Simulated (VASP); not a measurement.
# NaTaO2 (R-3m) in VASP: relaxation of cell and atoms with PBE

Aim: the relaxation of cell and atoms of NaTaO2 with PBE.

All numbers are computed with VASP 6.6.1; they aren't measurements. Logs are shortened: lines on timing, memory, paths and dates and some standing lists are left out, and cuts for length are marked.

## Step 1: The crystal as given

Symmetry: R-3m, No. 166, trigonal system. The conventional cell has a = 3.061 Å, b = 3.061 Å, c = 17.565 Å, α = 90.00°, β = 90.00°, γ = 120.00°. Na (site symmetry -3m) is surrounded by 6 O at 2.48 Å. Around Ta (site symmetry -3m) lie 6 O at 2.13 Å. Around O (site symmetry 3m) lie 3 Ta at 2.13 Å.

The cell was built by a generator and needn't be a form met in nature.

## Step 2: Relaxation of cell and atoms, PBE

The input, INCAR:

```
ALGO = Fast
EDIFF = 1E-4
EDIFFG = -0.08
ENCUT = 520
GGA = PE
IBRION = 2
ISIF = 3
ISMEAR = 0
LASPH = T
LCHARG = F
LREAL = F
LWAVE = F
NELM = 60
NSW = 24
PREC = Normal
SIGMA = 0.15
```

The input, KPOINTS:

```
k-points
0
Gamma
  6 6 6
```

The input, POSCAR:

```
NaTaO2
1.0
    1.5306631200      0.8837287700      5.8549955600
   -1.5306631200      0.8837287700      5.8549955600
    0.0000000000     -1.7674575300      5.8549955600
Na Ta O
1 1 2
Direct
    0.0000000000      0.0000000000      0.0000000000
    0.5000000000      0.5000000000      0.5000000000
    0.2340000000      0.2340000000      0.2340000000
    0.7660000000      0.7660000000      0.7660000000
```

Potentials or basis: VASP PAW PBE potentials, release 64 (Na_pv, Ta_pv, O).

On the command line:

```
$ cat potpaw_PBE.64/Na_pv/POTCAR potpaw_PBE.64/Ta_pv/POTCAR potpaw_PBE.64/O/POTCAR > POTCAR
$ mpirun -np 1 vasp_std > vasp.out
```

OUTCAR:

```text
EDIFF = 1E-4
   EDIFFG = -0.08
   ENCUT = 520
   GGA = PE
   IBRION = 2
   ISIF = 3
   ISMEAR = 0
   LASPH = T
   LREAL = F
   NELM = 60
   NSW = 24
   PREC = Normal

 ion  position               nearest neighbor table
   1  0.000  0.000  0.000-
   2  0.500  0.500  0.500-   3 2.13   3 2.13   4 2.13   4 2.13   3 2.13   4 2.13
   3  0.234  0.234  0.234-   2 2.13   2 2.13   2 2.13
   4  0.766  0.766  0.766-   2 2.13   2 2.13   2 2.13

  LATTYP: Found a trigonal (rhomboedric) cell.
 ALAT       =     6.1159528394
 COS(alpha) =     0.8747259903

  Lattice vectors:

 A1 = (   1.5306631200,   0.8837287700,   5.8549955600)
 A2 = (  -1.5306631200,   0.8837287700,   5.8549955600)
 A3 = (   0.0000000000,  -1.7674575300,   5.8549955600)

Analysis of symmetry for initial positions (statically):
=====================================================================
 Subroutine PRICEL returns:
 Original cell was already a primitive cell.

 Routine SETGRP: Setting up the symmetry group for a
 trigonal (rhombohedral) supercell.

 Subroutine GETGRP returns: Found 12 space group operations
 (whereof 12 operations were pure point group operations)
 out of a pool of 12 trial point group operations.

The static configuration has the point symmetry D_3d.

Analysis of symmetry for dynamics (positions and initial velocities):
=====================================================================
 Subroutine PRICEL returns:
 Original cell was already a primitive cell.

 Routine SETGRP: Setting up the symmetry group for a
 trigonal (rhombohedral) supercell.

 Subroutine GETGRP returns: Found 12 space group operations
 (whereof 12 operations were pure point group operations)
 out of a pool of 12 trial point group operations.

The dynamic configuration has the point symmetry D_3d.

 Subroutine INISYM returns: Found 12 space group operations
 (whereof 12 operations are pure point group operations),
 and found     1 'primitive' translations

----------------------------------------------------------------------------------------

                                     Primitive cell

  volume of cell :      47.5200

  direct lattice vectors                    reciprocal lattice vectors
     1.530663120  0.883728770  5.854995560     0.326655809  0.188594819  0.056931441
    -1.530663120  0.883728770  5.854995560    -0.326655809  0.188594819  0.056931441
     0.000000000 -1.767457530  5.854995560     0.000000000 -0.377189638  0.056931441

  length of vectors
     6.115952839  6.115952839  6.115952839     0.381461941  0.381461941  0.381461940

  position of ions in fractional coordinates (direct lattice)
     0.000000000  0.000000000  0.000000000
     0.500000000  0.500000000  0.500000000
     0.234000000  0.234000000  0.234000000
     0.766000000  0.766000000  0.766000000

  ion indices of the primitive-cell ions
   primitive index   ion index
                 1           1
                 2           2
                 3           3
                 4           4

----------------------------------------------------------------------------------------

 KPOINTS: k-points

Automatic generation of k-mesh.
 Grid dimensions read from file:
 generate k-points for:    6    6    6

 Generating k-lattice:

  Cartesian coordinates                     Fractional coordinates (reciprocal lattice)
     0.054442635  0.031432470  0.009488573     0.166666667  0.000000000  0.000000000
    -0.054442635  0.031432470  0.009488573     0.000000000  0.166666667  0.000000000
     0.000000000 -0.062864940  0.009488574    -0.000000000 -0.000000000  0.166666667

  Length of vectors
     0.063576990  0.063576990  0.063576990

  Shift w.r.t. Gamma in fractional coordinates (k-lattice)
     0.000000000  0.000000000  0.000000000

 Subroutine IBZKPT returns following result:
 ===========================================

 Found     32 irreducible k-points:

 Following reciprocal coordinates:
            Coordinates               Weight
  0.000000  0.000000  0.000000      1.000000
  0.166667  0.000000  0.000000      6.000000
  0.333333 -0.000000  0.000000      6.000000
  0.500000 -0.000000  0.000000      3.000000
  0.166667  0.166667 -0.000000      6.000000
  0.333333  0.166667 -0.000000     12.000000
[... 16 lines left out ...]
  0.500000  0.500000  0.166667      6.000000
 -0.333333  0.500000  0.166667     12.000000
 [... further k-points ...]
   k-points           NKPTS =     32   k-points in BZ     NKDIM =     32   number of bands    NBANDS=     19
   number of dos      NEDOS =    301   number of ions     NIONS =      4
   total plane-waves  NPLWV =  46656
   dimension x,y,z NGX =    36 NGY =   36 NGZ =   36
   dimension x,y,z NGXF=    72 NGYF=   72 NGZF=   72
   ions per type =               1   1   2
   NGX,Y,Z   is equivalent  to a cutoff of   9.79,  9.79,  9.79 a.u.
   NGXF,Y,Z  is equivalent  to a cutoff of  19.57, 19.57, 19.57 a.u.
 SYSTEM =  unknown system
   PREC   = normal    normal or accurate (medium, high low for compatibility)
   ISTART =      0    job   : 0-new  1-cont  2-samecut
   ICHARG =      2    charge: 1-file 2-atom 10-const
   ISPIN  =      1    spin polarized calculation?
   LNONCOLLINEAR =      F non collinear calculations
   LSORBIT =      F    spin-orbit coupling
   LASPH  =      T    aspherical Exc in radial PAW
   ENCUT  =  520.0 eV  38.22 Ry    6.18 a.u.  11.37 11.37 11.37*2*pi/ulx,y,z
   NELM   =     60;   NELMIN=  2; NELMDL= -5     # of ELM steps
   EDIFF  = 0.1E-03   stopping-criterion for ELM
   LREAL  =      F    real-space projection
   EDIFFG = -.8E-01   stopping-criterion for IOM
   NSW    =     24    number of steps for IOM
   IBRION =      2    ionic relax: 0-MD 1-quasi-New 2-CG
   NFREE  =      1    steps in history (QN), initial steepest desc. (CG)
   ISIF   =      3    stress and relaxation
   ISYM   =      2    0-nonsym 1-usesym 2-fastsym
   POTIM  = 0.5000    time-step for ionic-motion
   TEBEG  =    0.0;   TEEND  =   0.0 temperature during run
   PSTRESS=    0.0 pullay stress
   NELECT =      30.0000    total number of electrons
   NUPDOWN=      -1.0000    fix difference up-down
   EMIN   =  10.00;   EMAX   =-10.00  energy-range for DOS
   EFERMI =   0.00;   METHOD = LEGACY
   ISMEAR =     0;   SIGMA  =   0.15  broadening in eV -4-tet -1-fermi 0-gaus
   EFERMI_NEDOS =   21; number of points for ismear=-14 and -15
   IALGO  =     68    algorithm
   IMIX   =      4    mixing-type and parameters
     AMIX     =   0.40;   BMIX     =  1.00
     AMIX_MAG =   1.60;   BMIX_MAG =  1.00
  volume/ion in A,a.u.               =      11.88        80.17
  Fermi-wavevector in a.u.,A,eV,Ry     =   1.404397  2.653925 26.835177  1.972330
  Thomas-Fermi vector in A             =   2.526962
   LORBIT       =      0    0 simple, 1 ext, 2 COOP (PROOUT), +10 PAW based schemes
   GGA     = PE    functional components
   LHFCALC =     F    Hartree Fock is set to
   AEXX    =    0.0000 exact exchange contribution
   IVDW    =     0    specifies the selected vdW correction
   LEPSILON=     F    determine dielectric tensor
   LRPA    =     F    only Hartree local field effects (RPA)
 conjugate gradient relaxation of ions
 non-spin polarized calculation
 RMM-DIIS sequential band-by-band and
 Gauss-broadening in eV      SIGMA  =   0.15
  energy-cutoff  :      520.00
  volume of cell :       47.52
 maximum number of plane-waves:      1297
   NGX = 23   NGY = 23   NGZ = 23

--------------------------------------- Ionic step        1  -------------------------------------------

 number of electron      30.0000028 magnetization

 Free energy of the ion-electron system (eV)
  ---------------------------------------------------
  ext. energy  EPLUGINS =         0.00000000
  ---------------------------------------------------
  free energy    TOTEN  =       -30.56202250 eV

  energy without entropy =      -30.54520022  energy(sigma->0) =      -30.55361136

------------------------ aborting loop because EDIFF is reached ----------------------------------------

  FORCE on cell =-STRESS in cart. coord.  units (eV):
  Direction    XX          YY          ZZ          XY          YZ          ZX
  --------------------------------------------------------------------------------------
  -------------------------------------------------------------------------------------
  Total        0.4839639      0.4839639      2.8577783      0.0000000      0.0000000      0.0000000
  in kB       16.3172555     16.3172556     96.3524314      0.0000000      0.0000001      0.0000000
  external PRESSURE =      42.9956475 kB  Pullay stress =       0.0000000 kB
[... 95 lines left out ...]
  FREE ENERGIE OF THE ION-ELECTRON SYSTEM (eV)
  ---------------------------------------------------
  free  energy   TOTEN  =       -30.7742228394 eV

  energy  without entropy=      -30.7570005064  energy(sigma->0) =      -30.76561167

[... ionic steps 4 to 8 ...]

--------------------------------------- Ionic step        9  -------------------------------------------

 number of electron      30.0000040 magnetization

------------------------ aborting loop because EDIFF is reached ----------------------------------------

  FORCE on cell =-STRESS in cart. coord.  units (eV):
  Direction    XX          YY          ZZ          XY          YZ          ZX
  --------------------------------------------------------------------------------------
  -------------------------------------------------------------------------------------
  Total       -0.1073421     -0.1073421     -0.3524303      0.0000000     -0.0000000      0.0000000
  in kB       -3.8296497     -3.8296497    -12.5736720      0.0000000     -0.0000000      0.0000000
  external PRESSURE =      -6.7443238 kB  Pullay stress =       0.0000000 kB
[... 61 lines left out ...]
  energy  without entropy=      -30.9754473058  energy(sigma->0) =      -30.98357861

--------------------------------------- Ionic step       11  -------------------------------------------

 number of electron      30.0000041 magnetization

 Free energy of the ion-electron system (eV)
  ---------------------------------------------------
  ext. energy  EPLUGINS =         0.00000000
  ---------------------------------------------------
  free energy    TOTEN  =       -30.99180406 eV

  energy without entropy =      -30.97553504  energy(sigma->0) =      -30.98366955

 E-fermi :   5.9405     XC(G=0): -11.4464

 val. band max:        5.9157347921   @ k =  -0.1667   0.1667   0.0000
 cond. band min:       5.9728809878   @ k =   0.3333   0.1667  -0.0000
 fundamental gap:      0.0571461957
 Fermi energy:         5.9405154228

 k-point     1 :       0.0000    0.0000    0.0000
  band No.  band energies     occupation
      1     -29.6816      2.00000
      2     -29.1356      2.00000
      3     -29.1356      2.00000
      4     -18.4126      2.00000
      5     -18.2830      2.00000
      6     -18.2830      2.00000
[... 11 lines left out ...]
     18       7.7207      0.00000
     19      10.1286      0.00000
[... 489 lines left out ...]
      3     -29.4478      2.00000
      4     -18.5482      2.00000
      5     -18.3847      2.00000
      6     -18.2955      2.00000
[... 11 lines left out ...]
     18      10.6894      0.00000
     19      10.9558      0.00000

 [... further k-points ...]

------------------------ aborting loop because EDIFF is reached ----------------------------------------

  FORCE on cell =-STRESS in cart. coord.  units (eV):
  Direction    XX          YY          ZZ          XY          YZ          ZX
  --------------------------------------------------------------------------------------
  -------------------------------------------------------------------------------------
  Total        0.1856026      0.1856026      0.0158077      0.0000000      0.0000000      0.0000000
  in kB        6.6254623      6.6254623      0.5642878      0.0000000      0.0000000      0.0000000
  external PRESSURE =       4.6050708 kB  Pullay stress =       0.0000000 kB
[... 19 lines left out ...]
  FREE ENERGIE OF THE ION-ELECTRON SYSTEM (eV)
  ---------------------------------------------------
  free  energy   TOTEN  =       -30.9918040635 eV

  energy  without entropy=      -30.9755350392  energy(sigma->0) =      -30.98366955

 reached required accuracy - stopping structural energy minimisation
```

Run time: 89 s. Hardware: 1 thread of Intel Xeon 6975P-C (Granite Rapids), shared host; peak memory 0.23 GiB.

What came out:

* Free energy: -30.9918 eV
* Relaxed volume: 11.22 Å³/atom
* Relaxed cell: a = 6.229 Å, b = 6.229 Å, c = 6.229 Å, α = 27.30°, β = 27.30°, γ = 27.30°
* Space group after relaxing (to 0.05 Å): R-3m (No. 166)
* Energy gained by relaxing: 107.4 meV/atom
* Ionic steps: 11
* Pressure after relaxing: 0.5 GPa
* Largest force after relaxing: 0.069 eV/Å
* Band gap on the k mesh: none (metal or under the smearing width)

Forces on the atoms (eV/Å):
```
Na   0.000  0.000  0.000
Ta   0.000  0.000  0.000
O    0.000  0.000  0.069
O    0.000  0.000 -0.069
```

Step by step:
| step | energy change (eV) | largest force (eV/Å) | pressure (GPa) | volume (Å³) |
| --- | --- | --- | --- | --- |
| 1 | 0.0000 | 2.1254 | 4.30 | 47.52 |
| 2 | -0.1998 | 0.0374 | -11.71 | 49.73 |
| 3 | -0.2122 | 0.4164 | -9.07 | 49.29 |
| 4 | -0.4152 | 0.1955 | -3.97 | 45.96 |
| 5 | -0.4177 | 0.2755 | -3.93 | 45.68 |
| 6 | -0.4133 | 0.4548 | -2.75 | 45.11 |
| 7 | -0.4179 | 0.3100 | -3.07 | 45.56 |
| 8 | -0.4204 | 0.3964 | 2.96 | 44.35 |
| 9 | -0.4298 | 0.0691 | -0.67 | 44.91 |
| 10 | -0.4297 | 0.1015 | 0.40 | 44.85 |
| 11 | -0.4298 | 0.0689 | 0.46 | 44.88 |

Final structure:
```
CELL_PARAMETERS angstrom
1.47030 0.84888 5.99344
-1.47030 0.84888 5.99344
0.00000 -1.69776 5.99344
ATOMIC_POSITIONS crystal
Na 0.00000 0.00000 0.00000
Ta 0.50000 0.50000 0.50000
O 0.24312 0.24312 0.24312
O 0.75688 0.75688 0.75688
```

Levels at points of the mesh, in eV from the Fermi level:
| k point | band 13 | band 14 | band 15 | band 16 | band 17 | band 18 |
| --- | --- | --- | --- | --- | --- | --- |
| (0.00, 0.00, 0.00) | -3.50 | -3.50 | -0.87 | 0.70 | 0.70 | 1.78 |
| (0.50, 0.00, 0.00) | -4.87 | -4.06 | -1.83 | 3.96 | 4.27 | 4.43 |
| (0.50, 0.50, 0.00) | -4.80 | -4.06 | -2.04 | 3.98 | 4.27 | 4.99 |
| (0.50, 0.50, 0.50) | -3.55 | -3.55 | -0.09 | 0.72 | 0.72 | 2.77 |

Caveat: the k mesh is coarse (spacing up to 0.40 Å⁻¹), so the values aren't converged; the relaxation stopped at a loose force limit of 0.08 eV/Å, so its end isn't a converged minimum. The run has no spin-orbit coupling, so splittings on Ta are missing.
